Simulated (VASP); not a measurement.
Data:

```
MgB2
1.0
    1.49479    -2.58905     0.00000
    1.49479     2.58905     0.00000
    0.00000     0.00000     3.34839
Mg B
1 2
Direct
  0.00000   0.00000   0.00000
  0.33333   0.66667   0.50000
  0.66667   0.33333   0.50000
```

Level of theory: LDA (Ceperley-Alder, Perdew-Zunger), VASP's LDA PAW potentials (set 64) (plane waves; VASP). Run with 620 eV cut-off, 12×12×9 Γ-centred mesh, first-order Methfessel-Paxton smearing of 0.10 eV, potentials Mg B.

Energy and stress use the plane-wave basis of the starting cell.

Question: The ions, cell shape and volume at an external pressure of 20.0 GPa are relaxed. Give the cell that the relaxation ends in.

Answer: 
```
MgB2
1.0
    1.47571    -2.55601     0.00000
    1.47571     2.55601     0.00000
    0.00000     0.00000     3.27698
Mg B
1 2
Cartesian
  1.47571   2.55601   0.00000
  1.47571   0.85201   1.63849
  1.47571  -0.85201   1.63849
```
Space group P6/mmm (191), at a tolerance of 0.03 Å.

Question: How do energy and volume change from the first to the last step?

Answer: The energy (σ→0) changes by +36.8 meV/atom and the volume by -4.6 %, in 4 ionic steps.

| step | E(σ→0) (eV) | max force (eV/Å) | pressure (GPa) | volume (Å³) |
|---|---|---|---|---|
| 1 | -17.2487 | 0.000 | 10.00 | 25.92 |
| 2 | -17.0186 | 0.000 | 28.48 | 23.95 |
| 3 | -17.1426 | 0.000 | 19.97 | 24.77 |
| 4 | -17.1382 | 0.000 | 19.98 | 24.72 |

The compound is MgB2 in the AlB2 type structure. This run relaxes it under an external pressure of 20 GPa. Symmetry was kept, so distortions that lower it aren't found.
